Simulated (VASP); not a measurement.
Computed with PBE GGA, VASP's PBE PAW potentials (set 64) (plane waves; VASP).

Input for VASP

### KPOINTS
```
kpoints
0
gamma
7 7 5
0 0 0
```

**POSCAR**
```
Cl
1
    1.5200000000    -4.8064230000     0.0000000000
    1.5200000000     4.8064230000     0.0000000000
    0.0000000000     0.0000000000     4.0149550000
Cl
4
Direct
  0.3983200000   0.6016800000   0.5805600000
  0.6016800000   0.3983200000   0.4194400000
  0.8983200000   0.1016800000   0.9194400000
  0.1016800000   0.8983200000   0.0805600000
```

### INCAR
```
SYSTEM  =  Cl
PREC  =  Accurate; ENCUT  =  400; LREAL  =  .FALSE.
LASPH  =  .TRUE.
EDIFF  =  1E-6; NELM  =  100; ALGO  =  Normal
ISMEAR  =  -5
GGA  =  PE
ISIF  =  2
LWAVE  =  .FALSE.; LCHARG  =  .FALSE.
```

POTCAR, in this order: Cl (PBE.64 set). Program: vasp_std.

For a metal the tetrahedron method with Blöchl corrections gives inexact stress and forces.

Problem. Estimate the energy per atom (σ→0), largest force, band gap (on the k-mesh).

Solution. 
| Quantity | Value |
|---|---|
| energy per atom (σ→0) | 1.360 eV/atom |
| band gap (on the k-mesh) | none (metal, semimetal or under 0.01 eV) |
| largest force | 7.552 eV/Å |

OSZICAR:
```
...
DAV:   7     0.544016136156E+01    0.36795E-02   -0.56249E-02  1998   0.152E+00    0.493E-01
DAV:   8     0.544093739856E+01    0.77604E-03   -0.33871E-03  1916   0.411E-01    0.159E-01
DAV:   9     0.544094658734E+01    0.91888E-05   -0.25603E-04  2194   0.107E-01    0.652E-02
DAV:  10     0.544091707223E+01   -0.29515E-04   -0.17194E-05  2038   0.310E-02    0.237E-02
DAV:  11     0.544091839748E+01    0.13253E-05   -0.35353E-06  1704   0.146E-02    0.930E-03
DAV:  12     0.544091646896E+01   -0.19285E-05   -0.54344E-07  1102   0.622E-03    0.313E-03
DAV:  13     0.544091601488E+01   -0.45408E-06   -0.78236E-08  1074   0.198E-03
   1 F= 0.54409160E+01 E0= 0.54409160E+01  d E =0.000000E+00
```

The structure was generated: Cl was put into the black-P type (Cmce), which need not be its known phase. The cell was not relaxed at this level. The k-mesh is coarse (spacing up to 0.31 per Å, 2π included), so the numbers may not be converged in it. The run is one of a series of settings (ISMEAR = -5, SIGMA removed against the base run), some of them coarse on purpose.
